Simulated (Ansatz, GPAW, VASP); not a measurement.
Code comparison for ZrGe (P1, 8 atoms in the cell)

Self-consistent single point, at a second geometry (atoms moved at random). First geometry:

```xyz
8
Lattice="7.0961 0.0000 0.0000 0.0000 3.9151 0.0000 0.0000 0.0000 5.4127" Properties=species:S:1:pos:R:3 pbc="T T T"
Zr     1.2495     0.9788     3.4148
Zr     5.8466     2.9363     1.9979
Zr     2.2986     2.9363     0.7085
Zr     4.7976     0.9788     4.7043
Ge     0.3429     0.9788     0.8238
Ge     6.7532     2.9363     4.5890
Ge     3.2052     2.9363     3.5301
Ge     3.8910     0.9788     1.8826
```

Second geometry:
```
CELL_PARAMETERS angstrom
      7.09613     0.00000     0.00000
      0.00000     3.91511     0.00000
      0.00000     0.00000     5.41275
ATOMIC_POSITIONS crystal
  Zr 0.17518 0.24855 0.63177
  Zr 0.82133 0.74502 0.35753
  Zr 0.32656 0.76077 0.13387
  Zr 0.67673 0.25655 0.87700
  Ge 0.05061 0.24213 0.14601
  Ge 0.94993 0.74005 0.85930
  Ge 0.45210 0.75768 0.64807
  Ge 0.54756 0.24924 0.34645
```

Shared settings, as Ansatz (a quantum-chemistry and plane-wave program) writes them: kpoints.mp_grid.grid = 3 4 3; scf.occupations.method = gaussian; scf.occupations.width = 0.272 eV. Potentials and cutoffs stand in the table.

```tsv
code	model	ΔF from the first geometry (meV/atom)	pressure (GPa)	largest force (eV/Å)	cutoff
Ansatz	PBEsol, PAW files made with PBE	14.1	-2.81	0.950	default
VASP	PBEsol, VASP's PBE PAW potentials (set 64)	14.1	-3.76	0.953	300 eV
GPAW	PBEsol, GPAW PAW datasets PBEsol (made by gpaw-setup)	14.4	-3.03	0.975	600 eV
```

Size of the force on each atom (eV/Å): Sizes of forces hide their directions.

```
code      Zr1    Zr2    Zr3    Zr4    Ge5    Ge6    Ge7    Ge8
------  -----  -----  -----  -----  -----  -----  -----  -----
Ansatz  0.116  0.893  0.619  0.696  0.475  0.950  0.346  0.363
VASP    0.117  0.898  0.623  0.699  0.475  0.953  0.346  0.370
GPAW    0.118  0.892  0.618  0.689  0.499  0.975  0.365  0.341
```

The spread over the programs that give each value: ΔF from the first geometry within 0.3 meV/atom; pressure within 0.95 GPa; largest force within 0.025 eV/Å.

Ansatz's pressure is given at a fixed set of plane waves, as the other plane-wave codes print theirs.

The shared mesh is coarse (it stands for a supercell whose shortest vector is 16 Å), so the values are not converged in it.

VASP's run is marked for a possible Pulay error in its stress at this cutoff; no cutoff test was made.

The starting cell comes from a database of computed structures (which also holds hypothetical and non-ambient phases and stackings), without a prior relaxation at this level. For this run, on top of that: atoms moved at random.

Left out of this page: Quantum ESPRESSO, CP2K, Elk and SIESTA (not drawn, or without a comparable value).

Keys are those of Ansatz 0.2.
